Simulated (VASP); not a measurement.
N, in a box:

```xyz
1
Lattice="10.5000 0.0000 0.0000 0.0000 11.0000 0.0000 0.0000 0.0000 11.5000" Properties=species:S:1:pos:R:3 pbc="T T T"
N     5.2500    5.5500    5.7500
```

Program: VASP 6.6.1. Alike in all runs: task single point; potentials or basis VASP PAW PBE potentials, release 64 (N); spin collinear, ferromagnetic start; fixed moment (μB) 3; cell as given; k mesh 1 × 1 × 1; cutoff (eV) 400; smearing gaussian 0.01 eV. Hardware: 1 thread of Intel(R) Xeon(R) Platinum 8488C (Sapphire Rapids), on a shared host.

Question: Order these runs on this cell by their wall time, lowest first.
A. level RPBE+D3(BJ); further INCAR settings ALGO = Fast; EDIFF = 1e-06; ISYM = 0
B. level r2SCAN+rVV10; further INCAR settings ALGO = Normal; EDIFF = 1e-06; ISYM = 0
C. level optB86b-vdW; further INCAR settings ALGO = Fast; EDIFF = 1e-06; ISYM = 0

Answer: A (68 s), C (630 s), B (1600 s).

Caveats: the total moment is fixed, so each spin has its own Fermi level.

Runs at the PBE level aren't shown here.
